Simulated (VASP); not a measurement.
A run of VASP 6.6.1:

File POSCAR:

```
CdSe
1.0
    0.0000000000      2.9421914872      2.9421914872
    2.9421914872      0.0000000000      2.9421914872
    2.9421914872      2.9421914872      0.0000000000
Cd Se
1 1
Direct
    0.0000000000      0.0000000000      0.0000000000
    0.7500000000      0.7500000000      0.7500000000
```

INCAR.step1

```
PREC = Accurate ; ENCUT = 520
ISMEAR = 0 ; SIGMA = 0.01
LREAL = F ; LASPH = T
NELM = 100 ; NBANDS = 16
GGA = PE ; ALGO = Normal
EDIFF = 1E-4 ; LWAVE = T
LCHARG = F
```

Contents of INCAR.step2:

```
PREC = Accurate ; ENCUT = 520
EDIFF = 1E-6 ; ISMEAR = 0
SIGMA = 0.01 ; LREAL = F
LASPH = T ; NELM = 100
ALGO = Normal ; ISIF = 2
LWAVE = F ; LCHARG = F
METAGGA = R2SCAN ; LMIXTAU = T
NBANDS = 16 ; ISTART = 1
```

The input KPOINTS:

```
regular mesh
0
Gamma
  5 5 5
```

Potentials or basis: VASP PAW PBE potentials, release 64 (Cd, Se).

Command:

```console
$ cat potpaw_PBE.64/Cd/POTCAR potpaw_PBE.64/Se/POTCAR > POTCAR
$ cp INCAR.step1 INCAR
$ mpirun -np 1 vasp_std > vasp.out
$ cp INCAR.step2 INCAR
$ mpirun -np 1 vasp_std > vasp.out
```

Hardware: 1 thread of Intel(R) Xeon(R) 6975P-C (Granite Rapids) (shared host).

Task: How long does it take, and how much memory?

Result: Wall time 28 s on 1 thread of Intel(R) Xeon(R) 6975P-C (Granite Rapids), with other jobs on the host, peak memory 0.18 GiB. Counts: scf iterations 10, k points 10.
